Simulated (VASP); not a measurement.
Write the native input for VASP 6.6.1 that does the following.

```
Task                   : relaxation of cell and atoms
Functional             : PBE
Potentials or basis    : VASP PAW PBE potentials, release 64 (Be, Si)
Cutoff                 : 600 eV
k mesh                 : 10 × 10 × 10
Occupations            : gaussian, width 0.05 eV
Spin                   : no spin polarisation
Further INCAR settings : ALGO = Normal; EDIFF = 1e-07; IBRION = 2; EDIFFG = -0.02; NSW = 60; ISIF = 3
```

The structure of BeSi lies in POSCAR:

```
BeSi
1.0
    0.0000000000      2.3472000000      2.3472000000
    2.3472000000      0.0000000000      2.3472000000
    2.3472000000      2.3472000000      0.0000000000
Be Si
1 1
Direct
    0.0000000000      0.0000000000      0.0000000000
    0.5000000000      0.5000000000      0.5000000000
```

The cell was built by a generator and needn't be a form met in nature.

One way to write it, as run:

INCAR

```
SYSTEM = BeSi
  ALGO = Normal
  EDIFF = 1E-7
  EDIFFG = -0.02
  ENCUT = 600
  GGA = PE
  IBRION = 2
  ISIF = 3
  ISMEAR = 0
  LASPH = .TRUE.
  LCHARG = .FALSE.
  LREAL = .FALSE.
  LWAVE = .FALSE.
  NELM = 100
  NSW = 60
  PREC = Accurate
  SIGMA = 0.05
```

KPOINTS

```
k-points
0
G
  10 10 10
  0 0 0
```

Potentials or basis: VASP PAW PBE potentials, release 64 (Be, Si).

Launch:

```sh
$ cat potpaw_PBE.64/Be/POTCAR potpaw_PBE.64/Si/POTCAR > POTCAR
$ mpirun -np 1 vasp_std > vasp.out
```

It gave:

The relaxed volume is 12.97 Å³/atom and the relaxed cell is a = 3.323 Å, b = 3.323 Å, c = 3.323 Å, α = 60.00°, β = 60.00°, γ = 60.00°. The space group after relaxing (to 0.05 Å) is Fm-3m (No. 225) and the energy gained by relaxing is 0.0 meV/atom. The ionic steps are 2 and the pressure after relaxing is 0.0 GPa. The band gap on the k mesh is none (metal or under the smearing width).

Run time: 13 s on 1 thread of AMD EPYC 9R45 (Zen 5), with other jobs on the host, peak memory 0.11 GiB.
